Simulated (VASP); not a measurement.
Consider the following.

```xyz
4
Lattice="4.3254 0.0000 0.0000 -2.1627 3.7459 0.0000 0.0000 0.0000 5.2587" Properties=species:S:1:pos:R:3 pbc="T T T"
Ba     0.0000     0.0000     0.0065
Al     2.1627     1.2486     2.4398
Si     0.0000     2.4973     2.8465
H      2.1627     1.2486     0.7174
```

These are r2SCAN meta-GGA, VASP's PBE PAW potentials (set 64) (plane waves; VASP) values and carry that method's errors. Settings: 400 eV cut-off, 7×7×5 Γ-centred mesh, tetrahedra with Blöchl corrections, potentials Ba_sv Al Si H.

Unless said otherwise, spin-orbit coupling is left out, though it shifts the bands of the heavy elements here.

### Question
Predict the energy per atom (σ→0), band gap (over mesh and band path) with the smallest direct gap where there is one.

### Answer

```
Quantity                                                 Value
---------------------------------------------  ---------------
band gap (over mesh and band path)                     0.97 eV
smallest direct gap (over mesh and band path)          1.44 eV
energy per atom (σ→0)                          -11.872 eV/atom
```

The structure comes from a computed database's BaAlSiH entry (P3m1); how it stands against other phases isn't given here. It was relaxed first.
